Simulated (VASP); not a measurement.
These are PBEsol GGA, VASP's PBE PAW potentials (set 64) (plane waves; VASP) values and carry that method's errors.

VASP input:

**KPOINTS**
```
Automatic mesh
0
Gamma
13 13 13
0 0 0
```

POSCAR:
```
Au
1
   -2.5374570000     2.5374570000     1.3844670000
    2.5374570000    -2.5374570000     1.3844670000
    2.5374570000     2.5374570000    -1.3844670000
Au
2
Direct
  0.7500000000   0.2500000000   0.5000000000
  0.0000000000   0.0000000000   0.0000000000
```

**INCAR**
```
! general
SYSTEM   =  Au
PREC     =  Accurate
ENCUT    =  400   ! plane-wave cut-off (eV)
LREAL    =  .False.
LASPH    =  .True.

! electronic loop
EDIFF    =  1E-6   ! SCF stop (eV)
NELM     =  100
ALGO     =  Normal   ! blocked Davidson
LMAXMIX  =  6   ! l cut-off of mixed one-centre charges

! smearing
ISMEAR   =  1   ! Methfessel-Paxton
SIGMA    =  0.1   ! width (eV)

! functional
GGA      =  PS   ! PBEsol

! ions
IBRION   =  2   ! conjugate gradients
NSW      =  60
ISIF     =  3   ! ions, shape and volume
EDIFFG   =  -0.01   ! ionic stop

! output
LWAVE    =  .False.
LCHARG   =  .False.
```

POTCAR, in this order: Au (PBE.64 set). Program: vasp_std.

Energy and stress use the plane-wave basis of the starting cell. Unless said otherwise, spin-orbit coupling is left out, though it shifts the bands of the heavy elements here.

Task: What does the run give for the energy per atom (σ→0), volume per atom, band gap (on the k-mesh)?

Result: 
- energy per atom (σ→0): -359.5 kJ/mol of atoms
- band gap (on the k-mesh): none (metal, semimetal or under 0.01 eV)
- volume per atom: 18.55 Å³/atom

File OSZICAR:
```
...
DAV:   5    -0.745227559093E+01   -0.14518E-06   -0.44414E-07  3045   0.575E-03
  15 F= -.74522756E+01 E0= -.74523892E+01  d E =-.778206E-05
       N       E                     dE             d eps       ncg     rms          rms(c)
DAV:   1    -0.745231061636E+01   -0.35171E-04   -0.10200E-03  6174   0.276E-01    0.309E-02
DAV:   2    -0.745228454803E+01    0.26068E-04   -0.49570E-05  6468   0.655E-02    0.139E-02
DAV:   3    -0.745227987434E+01    0.46737E-05   -0.62818E-06  6447   0.212E-02    0.796E-03
DAV:   4    -0.745227893201E+01    0.94233E-06   -0.15063E-06  4193   0.102E-02
  16 F= -.74522789E+01 E0= -.74523963E+01  d E =-.111231E-04
```

The structure was generated: Au was put into the beta-Sn type (I4_1/amd), which need not be its known phase. This run relaxes it. Symmetry was kept, so distortions that lower it aren't found.
